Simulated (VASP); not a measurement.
As:

```
CELL_PARAMETERS angstrom
1.88080 1.08588 3.51406
-1.88080 1.08588 3.51406
0.00000 -2.17176 3.51406
ATOMIC_POSITIONS crystal
As 0.77400 0.77400 0.77400
As 0.22600 0.22600 0.22600
```

* Program: VASP 6.6.1
* Task: relaxation of cell and atoms
* Functional: PBEsol
* Potentials or basis: VASP PAW PBE potentials, release 64 (As)
* Cutoff: 600 eV
* k mesh: 12 × 12 × 12
* Occupations: methfessel-paxton, width 0.1 eV
* Spin: no spin polarisation

At the start: pressure 0.7 GPa; volume 21.53 Å³/atom.

Where does the relaxation end?

Over 12 steps the energy falls by 11.6 meV/atom and the volume is 20.89 Å³/atom (-3.0 %); space group R-3m (No. 166, to 0.05 Å).

The path:
| step | energy change (eV) | largest force (eV/Å) | pressure (GPa) | volume (Å³) |
| --- | --- | --- | --- | --- |
| 1 | 0.0000 | 0.4441 | 0.74 | 43.06 |
| 2 | -0.0086 | 0.0013 | -1.55 | 43.69 |
| 3 | -0.0091 | 0.0803 | -1.12 | 43.57 |
| 4 | -0.0155 | 0.0268 | -0.56 | 42.86 |
| 5 | -0.0188 | 0.0388 | 0.30 | 41.95 |
| 6 | -0.0223 | 0.0381 | 0.11 | 41.80 |
| 7 | -0.0230 | 0.0349 | 0.00 | 41.70 |
| 8 | -0.0230 | 0.0353 | 0.01 | 41.71 |
| 9 | -0.0231 | 0.0026 | 0.09 | 41.72 |
| 10 | -0.0231 | 0.0015 | 0.09 | 41.72 |
| 11 | -0.0231 | 0.0019 | -0.08 | 41.82 |
| 12 | -0.0231 | 0.0003 | 0.00 | 41.77 |

Final structure:
```
As
1.0
     1.89473    1.09392    3.35887
    -1.89473    1.09392    3.35887
     0.00000   -2.18784    3.35887
As
2
Direct
  0.76946 0.76946 0.76946
  0.23054 0.23054 0.23054
```

Caveat: the PAW data sets were made with another functional, which shifts forces and pressure a little.
